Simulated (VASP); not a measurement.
Data:

```
CELL_PARAMETERS angstrom
      3.00135     0.00000     0.00000
      0.00000     3.00135     0.00000
      0.00000     0.00000     3.00135
ATOMIC_POSITIONS crystal
  Al 0.50000 0.50000 0.50000
  Ru 0.00000 0.00000 0.00000
```

Calculation: PBE GGA, VASP's PBE PAW potentials (set 64) (plane waves; VASP). Settings: 480 eV cut-off, 12×12×12 Γ-centred mesh, first-order Methfessel-Paxton smearing of 0.10 eV, potentials Al Ru_pv.

Energy and stress use the plane-wave basis of the starting cell.

Task: The ions, cell shape and volume at an external pressure of 5.0 GPa are relaxed. Give the cell that the relaxation ends in.

Result: 
```
CELL_PARAMETERS angstrom
      2.98008     0.00000     0.00000
      0.00000     2.98008     0.00000
      0.00000     0.00000     2.98008
ATOMIC_POSITIONS crystal
  Al 0.50000 0.50000 0.50000
  Ru 0.00000 0.00000 0.00000
```
Space group Pm-3m (221), at a tolerance of 0.03 Å.

Task: How do energy and volume change from the first to the last step?

Result: The energy (σ→0) changes by +4.6 meV/atom and the volume by -2.1 %, in 3 ionic steps.

The compound is RuAl in the CsCl type structure. This run relaxes it under an external pressure of 5 GPa. Symmetry was kept, so distortions that lower it aren't found. The electron count is odd and the run is not spin-polarised, which forces a metal.
